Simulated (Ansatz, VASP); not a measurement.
# Cross-check of Sc between VASP and Ansatz

One calculation is typed for both programs; each brings its own data sets. How far apart do they land? The cell is taken from a series of runs on this material, whose earlier steps may have relaxed, scaled, displaced or heated it; both programs get it as it stands.

Program: Ansatz 0.2.0. Level of theory: plane waves, with VASP 6.6.1 beside it; zone-centre phonons at PBEsol. Results are calculated unless marked as measured.

## 1. The structure

Symmetry: P6_3/mmc, No. 194, hexagonal system. The conventional cell has a = 3.309 Å, b = 3.309 Å, c = 5.134 Å, α = 90.00°, β = 90.00°, γ = 120.00°. Nearest to Sc lie 12 Sc at 3.20 to 3.31 Å.

## 2. Ansatz: zone-centre phonons, PBEsol

Ansatz runs on its default PAW (the set named soft_2) files.

Second derivatives magnify differences that forces hide, and they need a tight electronic threshold.

File input.yaml:

```yaml
crystal:
  lattice:
    - [3.3089811319, 0.0, 0.0]
    - [-1.654490566, 2.8656617208, 0.0]
    - [0.0, 0.0, 5.1338731853]
  atoms:
    - { symbol: Sc, position: [0.3333333333, 0.6666666667, 0.25] }
    - { symbol: Sc, position: [0.6666666667, 0.3333333333, 0.75] }
kpoints:
  mp_grid: { grid: [15, 15, 8] }
hamiltonian:
  xc: pbesol
scf:
  occupations: { method: methfessel_paxton, width: 0.2 }
output:
  eigenvalues: true
phonons:
  method: dfpt
  qmesh: [3, 3, 2]
  temperatures: { t_max: 1000, t_step: 50 }
  qpath:
    path:
      - [[0.0, 0.0, 0.0], [0.5, 0.0, 0.0], [0.33333333, 0.33333333, 0.0], [0.0, 0.0, 0.0], [0.0, 0.0, 0.5], [0.5, 0.0, 0.5], [0.33333333, 0.33333333, 0.5], [0.0, 0.0, 0.5]]
      - [[0.5, 0.0, 0.5], [0.5, 0.0, 0.0]]
      - [[0.33333333, 0.33333333, 0.5], [0.33333333, 0.33333333, 0.0]]
    npoints: 10
```

Command:

```sh
$ ansatz run input.yaml --threads 8 --pin off --max-ram 30720MiB --backend cpu --events-out ev --progress --plain --runs-dir out
```

Numbers of over 12 decimals in the logs are rounded to 6 here.

Log:

```text
Engine: ansatz 0.2.0, aarch64-unknown-linux-gnu
Pseudopotentials: kind: paw
Pseudopotential: Sc, paw, valence charge 11, recommended cutoff 420 eV (normal), Sc.paw.azcp
Functional definition: PBEsol
  exchange = pbesol_x
  correlation = pbesol_c
Crystal: 2 atoms, lattice volume = 48.682 Å³
Basis set: ecut = 420 eV, 953 PW (Γ), exchange–correlation on 48×48×72 points (8 copies of the dense FFT grid, shifted against one another)
Bands: 15, of which v1, the nominal top of the filled ones, is band 11 counted from 1 (10 counted from 0)
Symmetry: 24 space group operations
k-points: 135 of 1800
Non-local potential: Sc, projectors of the file, l = 0: 3, l = 1: 2, l = 2: 3, l = 3: 1
PAW form: soft (Blöchl's): semilocal exchange-correlation on the pseudo side does not see the compensation charge
PAW frozen core: Sc, regenerated for the run's functional, and the local potential with it (the file was generated under x = pbe(κ = 0.804, μ = 0.219515), c = pbe(β = 0.066725))
PAW one-centre angular grid: Sc, 590 points (default); XC on 64 Gauss nodes
Initial density: superposition of atomic densities (neutral atoms: chi_scale 0, normalization atom), corrected by the library's trained network
Initial wavefunctions: pseudopotential atomic-orbital guess
Functional: x = pbesol(κ = 0.804, μ = 0.123457), c = pbesol(β = 0.046)
SCF iter   1: F=—  HF=-4222.734995 eV  |F-HF|=—  |Δ(HF+E_count)|=         —  Δρ=4.34e-3  dr2=8.75e-3  ethr=1.77e-3  ⟨swp⟩=3.1  Hψ=7402  notcnv=0
preconditioner: auto → none  [metal: Δε(μ)=0.009 eV  Ē_g=2.538 eV  σ=0.200 eV  W_gap=0.04  n_scr=8 (ndim 8)  ℏωp=13.0 eV  f_vac=0.000  D(μ)=4.16/eV (n_scr^D=42)  sad-step TF]
SCF iter   2: F=—  HF=-4222.732129 eV  |F-HF|=—  |Δ(HF+E_count)|=   2.87e-3  S|Δr|=    0.00e0  Δρ=2.12e-3  dr2=2.36e-3  ethr=3.98e-5  ⟨swp⟩=1.9  Hψ=3722  notcnv=0
SCF iter   3: F=—  HF=-4222.731438 eV  |F-HF|=—  |Δ(HF+E_count)|=   6.91e-4  S|Δr|=    0.00e0  Δρ=1.40e-4  dr2=5.63e-6  ethr=1.07e-5  ⟨swp⟩=3.0  Hψ=3729  notcnv=0
SCF iter   4: F=—  HF=-4222.731441 eV  |F-HF|=—  |Δ(HF+E_count)|=   2.74e-6  S|Δr|=    0.00e0  Δρ=2.25e-5  dr2=1.58e-7  ethr=2.56e-8  ⟨swp⟩=2.0  Hψ=2447  notcnv=0
SCF iter   5: F=—  HF=-4222.731441 eV  |F-HF|=—  |Δ(HF+E_count)|=   5.87e-8  S|Δr|=    0.00e0  Δρ=2.99e-6  dr2=2.33e-9  ethr=7.16e-10  ⟨swp⟩=2.1  Hψ=3261  notcnv=0
SCF iter   6: F=—  HF=-4222.731441 eV  |F-HF|=—  |Δ(HF+E_count)|=  5.64e-11  S|Δr|=    0.00e0  Δρ=5.02e-7  dr2=1.04e-10  ethr=1.06e-11  ⟨swp⟩=2.0  Hψ=3538  notcnv=0
SCF iter   7: F=-4222.731441 eV  HF=-4222.731441 eV  |F-HF|=0.00e0  |Δ(HF+E_count)|=  3.82e-11  S|Δr|=    0.00e0  Δρ=3.12e-8  dr2=2.72e-13  ethr=1.00e-12  ⟨swp⟩=4.6  Hψ=7346  notcnv=0
SCF 1 converged in 7 iterations: F = -4222.731441 eV  dr2 = 2.72e-13
  greatest PAW one-centre occupation: 0.998 electrons in one spin orbital (limit 2), on the Sc atom at site 1 (counted from 0), in its partial waves of l = 0
NSCF: frozen V_eff on 135 k-points
NSCF: frozen V_eff on 320 k-points
DFPT response loops at q = (0, 0, 0) (fractional): preconditioner auto → Kerker (q_TF=auto, 2.390 Å⁻¹) (partly filled bands, converged f_vac=0.000); β = 1.00, the filter's whole step (`scf.mixing.beta` (0.50) is not read by the response loops under this deck's `scf.mixing.preconditioner`; to damp them name `kerker` or `kerker_dos`, under which they read `scf.mixing.beta`, and type it under 1.00, their step now; both keys bind the ground state too); Broyden in place of MSR1
NSCF: frozen V_eff on 640 k-points
DFPT response loops at q = (0, 0, -0.5) (fractional): mixed as the last ones told, above
NSCF: frozen V_eff on 1200 k-points
DFPT response loops at q = (0, 0.333333, 0) (fractional): mixed as the last ones told, above
NSCF: frozen V_eff on 1200 k-points
DFPT response loops at q = (0, 0.333333, -0.5) (fractional): mixed as the last ones told, above
NSCF: frozen V_eff on 1200 k-points
DFPT response loops at q = (0.333333, 0.333333, 0) (fractional): mixed as the last ones told, above
NSCF: frozen V_eff on 1200 k-points
DFPT response loops at q = (0.333333, 0.333333, -0.5) (fractional): mixed as the last ones told, above
SCF converged after 7 iterations
Stability not checked: this state was not tested for a lower state beside it, because cold or Methfessel-Paxton smearing, or corrected tetrahedra, fill the levels in a way that the test cannot read (fill_not_monotonic; see scf.lower_state_search)
Free energy (F): -4222.731441 eV
Harris-Foulkes:  -4222.731441 eV  (|F-HF|=0.00e0)
Internal energy: -4222.726598 eV  (E = F + TS)
E sigma→0 (E₀):  -4222.730230 eV
Entropy (-TS):   -0.004843 eV (-2.422 meV/atom)
Fermi energy:    9.289629 eV
--- Per-component energies (eV) ---
  E_band       = -333.965662
  E_kinetic    = 520.258306
  E_local      = -1677.449956  (includes V_loc(G=0)·N_el)
  E_nonlocal   = 168.702509
  E_hartree    = 571.198357
  E_xc         = -205.895430
  E_vxc        = -256.048163  (∫ρ·V_xc dr)
  E_paw        = -1864.045509  (= ΣΔE_a)
  E_vpaw       = -231.825108  (= ΣTr[D̂ρ^β])
  E_aug_tail   = 0.000021  (compensation charges beyond the density's cutoff)
  E_ewald      = -1735.752946
  E_core_change = 0.258050  (= ΣΔE_core)
  E_smearing   = -0.004843  (= −TS)
  E_closure    = 0.000000  (closes the sum)
  Σ components = -4222.731441   (vs F -4222.731441, Δ=0.00e0)
--- Band table (eV; the first three rows and the last of 135) ---
  k-point 0: bands = [... 7 lower, -18.3475, 4.1402, 7.6403, 9.9670, 10.8921, 10.8921, 11.1836, 11.3567]
  k-point 1: bands = [... 7 lower, -18.3660, 4.2481, 7.4969, 9.9140, 10.8328, 10.8328, 11.1105, 11.2873]
  k-point 2: bands = [... 7 lower, -18.3917, 4.5641, 7.0614, 9.8881, 10.7507, 10.7507, 10.9053, 11.1223]
  k-point 134: bands = [... 7 lower, -18.4255, 8.8772, 8.8772, 9.1448, 9.1448, 9.5684, 9.5684, 11.7159]
--- Phonons (Γ-DFPT): 2 representative perturbations + reference (Σ response iterations 6) ---
  ASR residual: 8.853e-6 → 0.000e0 eV/Å²; symmetrization residual: 2.138e-10 eV/Å²
  ASR residual per site (eV/Å²): 8.85e-6 8.85e-6
  Γ frequencies (cm⁻¹): 0.00 0.00 0.00 133.17 133.17 224.82
--- Phonons (arbitrary-q DFPT): 6 irreducible q on the 3×3×2 mesh ---
  q = [0.0000, 0.0000, 0.0000] (star 1, of the zone-centre solve; hermiticity 5.12e-11, symmetrization 2.56e-11): -0.00 0.00 0.00 133.17 133.17 224.82
  q = [0.0000, 0.0000, -0.5000] (star 1, 2 solved perturbations in 455 linear systems a pass and spin channel, the states on 320 of 1800 k-point pairs; hermiticity 7.04e-9, symmetrization 9.27e-8): 96.37 96.37 96.37 96.37 159.55 159.55
  q = [0.0000, 0.3333, 0.0000] (star 6, 3 solved perturbations on 600 of 1800 k-point pairs; hermiticity 3.46e-7, symmetrization 3.52e-10): 105.39 108.96 172.52 185.51 192.18 220.42
  q = [0.0000, 0.3333, -0.5000] (star 6, 3 solved perturbations on 600 of 1800 k-point pairs; hermiticity 1.61e-6, symmetrization 4.81e-7): 129.62 129.62 144.66 144.66 189.83 189.83
  q = [0.3333, 0.3333, 0.0000] (star 2, 2 solved perturbations in 830 linear systems a pass and spin channel, the states on 600 of 1800 k-point pairs; hermiticity 3.87e-8, symmetrization 3.80e-8): 164.96 164.96 176.67 176.67 200.94 203.78
  q = [0.3333, 0.3333, -0.5000] (star 2, 2 solved perturbations in 830 linear systems a pass and spin channel, the states on 600 of 1800 k-point pairs; hermiticity 4.70e-7, symmetrization 1.27e-8): 106.17 106.17 185.98 185.98 192.22 192.22
  sum rule: each row above includes the acoustic sum rule's correction from the zone centre's row sums; it moved no ω² by more than (0.23 cm⁻¹)²
  mesh force constants: q→R imaginary residual 0.00e0; ASR residual 8.853e-6 → 0.000e0 eV/Å²; symmetrization residual 6.217e-15 eV/Å²
  interpolated dispersion: 93 rows × 6 modes
  density of states and harmonic sums: on the 21×21×12 q-mesh, interpolated from the force constants of a 3×3×2 supercell (no non-analytic term)
  largest difference from the sums on the solved wave vectors: F 3.69e-2 eV, S 5.12e-5 and C_V 1.43e-5 eV/K
  zero-point energy: 0.058306 eV/cell   skipped modes (ω ≤ 0): 3   left out of the sums: 9.45e-5 of the cell's modes: C_V's classical limit lies that fraction below 3 k_B per atom; for a crystal, a wire or a layer, F and S can be off by more, and a phonons.interpolated_qmesh denser along its periods is the remedy for the sampling
```

[end of part 1 of 2]

[Lines on the potential files, build, host, timing and source positions are cut from VASP's logs without a mark.]

[Logs are printed without paths, hosts, clocks, repeated set-up lines and the standing remarks that a program may print on its own settings, such as how far it seeks lower states.]

[Hosts, paths, dates, database ids (printed as entryN), source tags and the programs' standing remarks are cut or masked in the printed files.]
